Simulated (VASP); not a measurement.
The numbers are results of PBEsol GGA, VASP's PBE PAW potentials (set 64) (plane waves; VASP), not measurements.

VASP input:

### KPOINTS
```
Automatic mesh
0
Gamma
14 14 14
0 0 0
```

### INCAR
```
ALGO = Normal
EDIFF = 1E-7
ENCUT = 400
GGA = PS
ISIF = 2
ISMEAR = -5
LASPH = T
LCHARG = T
LMAXMIX = 6
LORBIT = 11
LREAL = F
LWAVE = F
NEDOS = 601
NELM = 100
PREC = Accurate
SYSTEM = PtSe
```

**POSCAR**
```
PtSe
1
    0.0000000000     2.6048189368     2.6048189368
    2.6048189368     0.0000000000     2.6048189368
    2.6048189368     2.6048189368     0.0000000000
Pt Se
1 1
Direct
  0.0000000000   0.0000000000   0.0000000000
  0.5000000000   0.5000000000   0.5000000000
```

POTCAR, in this order: Pt Se (PBE.64 set). Program: vasp_std.

Output

File OUTCAR:
```
 ion  position               nearest neighbor table
   1  0.000  0.000  0.000-   2 2.60   2 2.60   2 2.60   2 2.60   2 2.60   2 2.60
   2  0.500  0.500  0.500-   1 2.60   1 2.60   1 2.60   1 2.60   1 2.60   1 2.60
  LATTYP: Found a face centered cubic cell.
 ALAT       =     5.2096378736
 Subroutine PRICEL returns:
 Original cell was already a primitive cell.
 Subroutine GETGRP returns: Found 48 space group operations
The static configuration has the point symmetry O_h .
The dynamic configuration has the point symmetry O_h .
 Subroutine INISYM returns: Found 48 space group operations
 Subroutine IBZKPT returns following result:
 Found    104 irreducible k-points:

 Following reciprocal coordinates:
            Coordinates               Weight
  0.000000  0.000000  0.000000      1.000000
  0.071429  0.000000  0.000000      8.000000
  0.142857  0.000000  0.000000      8.000000
  0.214286  0.000000  0.000000      8.000000
  0.285714  0.000000  0.000000      8.000000
  0.357143  0.000000  0.000000      8.000000
  0.428571  0.000000  0.000000      8.000000
  0.500000  0.000000  0.000000      4.000000
  0.071429  0.071429  0.000000      6.000000
  0.142857  0.071429  0.000000     24.000000
  0.214286  0.071429  0.000000     24.000000
  0.285714  0.071429  0.000000     24.000000
  0.357143  0.071429  0.000000     24.000000
  0.428571  0.071429  0.000000     24.000000
  0.500000  0.071429  0.000000     24.000000
 -0.428571  0.071429  0.000000     24.000000
 -0.357143  0.071429  0.000000     24.000000
 -0.285714  0.071429  0.000000     24.000000
 -0.214286  0.071429  0.000000     24.000000
 -0.142857  0.071429  0.000000     24.000000
 -0.071429  0.071429  0.000000     12.000000
  0.142857  0.142857  0.000000      6.000000
  0.214286  0.142857  0.000000     24.000000
  0.285714  0.142857  0.000000     24.000000
...
```

File OSZICAR:
```
       N       E                     dE             d eps       ncg     rms          rms(c)
DAV:   1     0.597746585054E+02    0.59775E+02   -0.65561E+03  2744   0.956E+02
DAV:   2    -0.903000827880E+01   -0.68805E+02   -0.63304E+02  2908   0.202E+02
DAV:   3    -0.111208012325E+02   -0.20908E+01   -0.20676E+01  2988   0.355E+01
DAV:   4    -0.111354260716E+02   -0.14625E-01   -0.14672E-01  2880   0.332E+00
DAV:   5    -0.111355865683E+02   -0.16050E-03   -0.16181E-03  3012   0.343E-01    0.109E+01
DAV:   6    -0.109276087544E+02    0.20798E+00   -0.87878E-01  2556   0.936E+00    0.625E+00
DAV:   7    -0.109032044469E+02    0.24404E-01   -0.47204E-02  2584   0.245E+00    0.327E+00
DAV:   8    -0.108965621442E+02    0.66423E-02   -0.17746E-02  2884   0.113E+00    0.201E-01
DAV:   9    -0.108963405070E+02    0.22164E-03   -0.56636E-04  2800   0.194E-01    0.118E-01
DAV:  10    -0.108963018401E+02    0.38667E-04   -0.32833E-04  2900   0.136E-01    0.166E-02
DAV:  11    -0.108963033507E+02   -0.15106E-05   -0.51182E-06  2860   0.209E-02    0.561E-03
DAV:  12    -0.108963000701E+02    0.32807E-05   -0.13184E-06  2804   0.103E-02    0.171E-03
DAV:  13    -0.108963000448E+02    0.25325E-07   -0.10749E-07  1732   0.284E-03
   1 F= -.10896300E+02 E0= -.10896300E+02  d E =0.000000E+00
```

File OUTCAR:
```
------------------------ aborting loop because EDIFF is reached ----------------------------------------
  FORCE on cell =-STRESS in cart. coord.  units (eV):
  Direction    XX          YY          ZZ          XY          YZ          ZX
  --------------------------------------------------------------------------------------
  Total        0.0298499      0.0298499      0.0298499      0.0000000      0.0000000      0.0000000
  in kB        1.3529791      1.3529791      1.3529791      0.0000000      0.0000000      0.0000000
  external PRESSURE =       1.3529791 kB  Pullay stress =       0.0000000 kB
  volume of cell :       35.35
      direct lattice vectors                 reciprocal lattice vectors
     0.000000000  2.604818937  2.604818937    -0.191951921  0.191951921  0.191951921
     2.604818937  0.000000000  2.604818937     0.191951921 -0.191951921  0.191951921
     2.604818937  2.604818937  0.000000000     0.191951921  0.191951921 -0.191951921
 POSITION                                       TOTAL-FORCE (eV/Angst)
 -----------------------------------------------------------------------------------
      0.00000      0.00000      0.00000        -0.000000     -0.000000      0.000000
      2.60482      2.60482      2.60482         0.000000      0.000000     -0.000000
 -----------------------------------------------------------------------------------
    total drift:                                0.000000     -0.000000     -0.000000
  FREE ENERGIE OF THE ION-ELECTRON SYSTEM (eV)
  ---------------------------------------------------
  free  energy   TOTEN  =       -10.8963000448 eV

  energy  without entropy=      -10.8963000448  energy(sigma->0) =      -10.89630004

 total charge

# of ion       s       p       d       tot
------------------------------------------
    1        0.644   0.425   8.197   9.266
    2        1.471   2.186   0.114   3.770
--------------------------------------------------
tot          2.115   2.611   8.311  13.036
```
(Selected blocks of OUTCAR.)

For a metal the tetrahedron method with Blöchl corrections gives inexact stress and forces.

The structure was generated: PtSe was put into the rock salt type (Fm-3m), which need not be its known phase. It was relaxed first, which changed the volume by -16 %.
